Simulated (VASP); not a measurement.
Output of a VASP run:

OSZICAR:
```
       N       E                     dE             d eps       ncg     rms          rms(c)
DAV:   1     0.131198909661E+03    0.13120E+03   -0.93388E+03  1820   0.157E+03
DAV:   2    -0.149157907459E+02   -0.14611E+03   -0.14163E+03  1870   0.390E+02
DAV:   3    -0.247353489087E+02   -0.98196E+01   -0.96012E+01  2655   0.948E+01
DAV:   4    -0.250670976037E+02   -0.33175E+00   -0.33133E+00  2349   0.159E+01
DAV:   5    -0.250768101231E+02   -0.97125E-02   -0.97121E-02  2672   0.246E+00    0.163E+01
DAV:   6    -0.198770965104E+02    0.51997E+01   -0.27835E+01  2417   0.591E+01    0.390E+00
DAV:   7    -0.198868129460E+02   -0.97164E-02   -0.20312E+00  2059   0.173E+01    0.334E+00
DAV:   8    -0.198944526991E+02   -0.76398E-02   -0.19123E-01  2561   0.403E+00    0.862E-01
DAV:   9    -0.198888195002E+02    0.56332E-02   -0.84519E-02  2350   0.400E+00    0.388E-01
DAV:  10    -0.198874428886E+02    0.13766E-02   -0.64461E-03  2271   0.109E+00    0.642E-02
DAV:  11    -0.198874420395E+02    0.84909E-06   -0.61800E-04  2595   0.310E-01    0.399E-02
DAV:  12    -0.198874346653E+02    0.73742E-05   -0.60203E-05  2262   0.105E-01    0.101E-02
DAV:  13    -0.198874347709E+02   -0.10562E-06   -0.77607E-06  2215   0.365E-02
   1 F= -.19887435E+02 E0= -.19887100E+02  d E =-.198874E+02
```

**OUTCAR**
```
------------------------ aborting loop because EDIFF is reached ----------------------------------------
  FORCE on cell =-STRESS in cart. coord.  units (eV):
  Direction    XX          YY          ZZ          XY          YZ          ZX
  --------------------------------------------------------------------------------------
  Total        0.0173504      0.0173504      0.0403243      0.0000000      0.0000000      0.0000000
  in kB        1.0806936      1.0806936      2.5116538      0.0000000      0.0000000      0.0000000
  external PRESSURE =       1.5576803 kB  Pullay stress =       0.0000000 kB
  volume of cell :       25.72
      direct lattice vectors                 reciprocal lattice vectors
     1.513795332 -2.621970454  0.000000000     0.330295641 -0.190696275  0.000000000
     1.513795332  2.621970454  0.000000000     0.330295641  0.190696275  0.000000000
     0.000000000  0.000000000  3.240355427     0.000000000  0.000000000  0.308608121
 POSITION                                       TOTAL-FORCE (eV/Angst)
 -----------------------------------------------------------------------------------
      0.00000      0.00000      0.00000         0.000000     -0.000000     -0.000000
      1.51380      0.87399      1.62018        -0.000000     -0.000000     -0.000000
      1.51380     -0.87399      1.62018         0.000000      0.000000      0.000000
 -----------------------------------------------------------------------------------
    total drift:                                0.000000     -0.000000      0.000000
  FREE ENERGIE OF THE ION-ELECTRON SYSTEM (eV)
  ---------------------------------------------------
  free  energy   TOTEN  =       -19.8874347709 eV

  energy  without entropy=      -19.8864312728  energy(sigma->0) =      -19.88710027

 reached required accuracy - stopping structural energy minimisation
```
(Selected blocks of OUTCAR.)

POSCAR:
```
TiB2
1
    1.5137953323    -2.6219704544     0.0000000000
    1.5137953323     2.6219704544    -0.0000000000
    0.0000000000     0.0000000000     3.2403554269
Ti B
1 2
Direct
  1.0000000000   1.0000000000   1.0000000000
  0.3333330000   0.6666670000   0.5000000000
  0.6666670000   0.3333330000   0.5000000000
```

Problem. Reconstruct the remaining input files.

Solution. This is not unique; one that fits is the input of the run itself, optB88-vdW, plane waves, VASP's PBE PAW potentials (set 64).

**INCAR**
```
AGGAC=0.0
ALGO=Normal
EDIFF=1E-6
EDIFFG=-0.02
ENCUT=520
GGA=BO
IBRION=2
ISIF=3
ISMEAR=1
LASPH=.TRUE.
LCHARG=.FALSE.
LMAXMIX=4
LREAL=.FALSE.
LUSE_VDW=.TRUE.
LWAVE=.FALSE.
NELM=100
NSW=60
PARAM1=0.1833333333
PARAM2=0.22
PREC=Accurate
SIGMA=0.1
SYSTEM=TiB2
```

KPOINTS:
```
Automatic
0
Gamma
  10 10 9
0 0 0
```

POTCAR, in this order: Ti_sv B (PBE.64 set). Program: vasp_std.

The compound is TiB2 in the AlB2 type structure. It was relaxed first. The start is the result of an earlier pass.
